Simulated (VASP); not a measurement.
Level of theory: vdW-DF2, VASP's PBE PAW potentials (set 64) (plane waves; VASP).

VASP ran on this input.

File POSCAR:
```
BaHfO3
4.2628970
  1.0000000665   0.0000000000   0.0000000000
  0.0000000000   1.0000000665   0.0000000000
  0.0000000000   0.0000000000   1.0000000665
Ba Hf O
1 1 3
Direct
  0.0000000000   0.0000000000   0.0000000000
  0.5000000000   0.5000000000   0.5000000000
  0.5000000000   0.0000000000   0.5000000000
  0.0000000000   0.5000000000   0.5000000000
  0.5000000000   0.5000000000   0.0000000000
```

INCAR:
```
AGGAC = 0.0
ALGO = Normal
EDIFF = 1E-7
ENCUT = 520
GGA = ML
ISIF = 2
ISMEAR = -5
LASPH = .TRUE.
LCHARG = .TRUE.
LMAXMIX = 6
LORBIT = 11
LREAL = .FALSE.
LUSE_VDW = .TRUE.
LWAVE = .FALSE.
NEDOS = 601
NELM = 100
PREC = Accurate
SYSTEM = BaHfO3
ZAB_VDW = -1.8867
```

File KPOINTS:
```
Automatic mesh
0
Gamma
6 6 6
0 0 0
```

POTCAR, in this order: Ba_sv Hf_pv O (PBE.64 set). Program: vasp_std.

Output

OSZICAR:
```
       N       E                     dE             d eps       ncg     rms          rms(c)
DAV:   1     0.255092214545E+03    0.25509E+03   -0.21358E+04   920   0.159E+03
DAV:   2    -0.308785633385E+02   -0.28597E+03   -0.28198E+03  1225   0.353E+02
DAV:   3    -0.435469490801E+02   -0.12668E+02   -0.12652E+02  1162   0.758E+01
DAV:   4    -0.437780997891E+02   -0.23115E+00   -0.23106E+00  1350   0.940E+00
DAV:   5    -0.437828819623E+02   -0.47822E-02   -0.47820E-02  1238   0.910E-01    0.490E+01
DAV:   6    -0.342072324144E+02    0.95756E+01   -0.61347E+01  1109   0.449E+01    0.482E+01
DAV:   7    -0.341618099123E+02    0.45423E-01   -0.38685E+00  1238   0.120E+01    0.341E+01
DAV:   8    -0.341420639544E+02    0.19746E-01   -0.11746E+00  1146   0.824E+00    0.781E+00
DAV:   9    -0.340861338826E+02    0.55930E-01   -0.35716E-01  1123   0.342E+00    0.999E-01
DAV:  10    -0.340864120342E+02   -0.27815E-03   -0.17364E-02  1159   0.869E-01    0.462E-01
DAV:  11    -0.340861145892E+02    0.29745E-03   -0.20883E-03  1193   0.269E-01    0.181E-01
DAV:  12    -0.340861462990E+02   -0.31710E-04   -0.16748E-04  1173   0.895E-02    0.207E-01
DAV:  13    -0.340861447853E+02    0.15137E-05   -0.51313E-05  1160   0.472E-02    0.479E-02
DAV:  14    -0.340861452027E+02   -0.41735E-06   -0.22036E-06  1373   0.941E-03    0.130E-02
DAV:  15    -0.340861453867E+02   -0.18400E-06   -0.29808E-07   999   0.574E-03    0.634E-03
DAV:  16    -0.340861453174E+02    0.69281E-07   -0.16286E-07   973   0.256E-03
   1 F= -.34086145E+02 E0= -.34086145E+02  d E =0.000000E+00
```

### OUTCAR
```
------------------------ aborting loop because EDIFF is reached ----------------------------------------
  FORCE on cell =-STRESS in cart. coord.  units (eV):
  Direction    XX          YY          ZZ          XY          YZ          ZX
  --------------------------------------------------------------------------------------
  Total        0.0650709      0.0650709      0.0650709     -0.0000000      0.0000000     -0.0000000
  in kB        1.3458068      1.3458068      1.3458068     -0.0000000      0.0000000     -0.0000000
  external PRESSURE =       1.3458068 kB  Pullay stress =       0.0000000 kB
  volume of cell :       77.47
      direct lattice vectors                 reciprocal lattice vectors
     4.262897283  0.000000000  0.000000000     0.234582241  0.000000000  0.000000000
     0.000000000  4.262897283  0.000000000     0.000000000  0.234582241  0.000000000
     0.000000000  0.000000000  4.262897283     0.000000000  0.000000000  0.234582241
 POSITION                                       TOTAL-FORCE (eV/Angst)
 -----------------------------------------------------------------------------------
      0.00000      0.00000      0.00000         0.000000      0.000000      0.000000
      2.13145      2.13145      2.13145         0.000000      0.000000      0.000000
      2.13145      0.00000      2.13145         0.000000      0.000000      0.000000
      0.00000      2.13145      2.13145         0.000000      0.000000      0.000000
      2.13145      2.13145      0.00000         0.000000      0.000000      0.000000
 -----------------------------------------------------------------------------------
    total drift:                                0.000000     -0.000000     -0.000000
  FREE ENERGIE OF THE ION-ELECTRON SYSTEM (eV)
  ---------------------------------------------------
  free  energy   TOTEN  =       -34.0861453174 eV

  energy  without entropy=      -34.0861453174  energy(sigma->0) =      -34.08614532

 total charge

# of ion       s       p       d       tot
------------------------------------------
    1        2.010   5.632   0.240   7.882
    2        0.300   6.617   1.382   8.299
    3        1.552   3.501   0.000   5.053
    4        1.552   3.501   0.000   5.053
    5        1.552   3.501   0.000   5.053
--------------------------------------------------
tot          6.966  22.752   1.622  31.340
```
(Selected blocks of OUTCAR.)

File OUTCAR:
```
 val. band max:        2.0718581990   @ k =   0.5000   0.5000   0.5000

 cond. band min:       5.6577641128   @ k =   0.0000   0.0000   0.0000


 Fermi energy:         2.0904218025

 k-point     1 :       0.0000    0.0000    0.0000
  band No.  band energies     occupation
      1     -27.0521      2.00000
      2     -27.0521      2.00000
      3     -27.0521      2.00000
      4     -23.3784      2.00000
      5     -14.3460      2.00000
      6     -13.8264      2.00000
      7     -13.8264      2.00000
      8      -8.4750      2.00000
      9      -8.4750      2.00000
     10      -8.4750      2.00000
     11       0.3973      2.00000
     12       0.3973      2.00000
     13       0.3973      2.00000
     14       1.2014      2.00000
     15       1.2014      2.00000
     16       1.2014      2.00000
     17       1.8079      2.00000
     18       1.8079      2.00000
     19       1.8079      2.00000
     20       5.6578      0.00000
     21       5.6578      0.00000
     22       5.6578      0.00000
     23       6.7982      0.00000

 k-point     2 :       0.1667    0.0000    0.0000
  band No.  band energies     occupation
      1     -27.0752      2.00000
      2     -27.0514      2.00000
      3     -27.0514      2.00000
      4     -23.3663      2.00000
      5     -14.3233      2.00000
      6     -13.8212      2.00000
      7     -13.7339      2.00000
      8      -8.4593      2.00000
      9      -8.4593      2.00000
     10      -8.4347      2.00000
     11      -0.0463      2.00000
     12       0.3461      2.00000
     13       0.3461      2.00000
     14       0.9829      2.00000
     15       0.9829      2.00000
     16       1.0275      2.00000
     17       1.2483      2.00000
     18       1.7074      2.00000
     19       1.7074      2.00000
     20       5.7570      0.00000
     21       6.2137      0.00000
     22       6.2137      0.00000
     23       7.1884      0.00000

 k-point     3 :       0.3333    0.0000    0.0000
...
```

Unless said otherwise, spin-orbit coupling is left out, though it shifts the bands of the heavy elements here.

The compound is BaHfO3 in the cubic perovskite structure. It was relaxed first, which changed the volume by +7 %.
